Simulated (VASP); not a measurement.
Given:

```
CELL_PARAMETERS angstrom
      0.00000     2.47984     2.47984
      2.47984     0.00000     2.47984
      2.47984     2.47984     0.00000
ATOMIC_POSITIONS crystal
  Pb 0.00000 0.00000 0.00000
```

All values below come from optB88-vdW, VASP's PBE PAW potentials (set 64) (plane waves; VASP 6.6.1). Run with 520 eV cut-off, 13×13×13 Γ-centred mesh, first-order Methfessel-Paxton smearing of 0.10 eV, potentials Pb_d.

Unless said otherwise, spin-orbit coupling is left out, though it shifts the bands of the heavy elements here.

Q: What does the run give for the energy per atom (σ→0), pressure, band gap (on the k-mesh) with the smallest direct gap where there is one?

A: 
```json
{
  "band gap (on the k-mesh)": "none (metal, semimetal or under 0.01 eV)",
  "energy per atom (σ→0)": "-0.339 eV/atom",
  "pressure": "1.61 GPa"
}
```

Total energies compare only between runs with the same potentials, cut-off and functional.

The compound is Pb in the fcc structure. This cell is one point of a volume scan, at 0.97 of the reference volume.
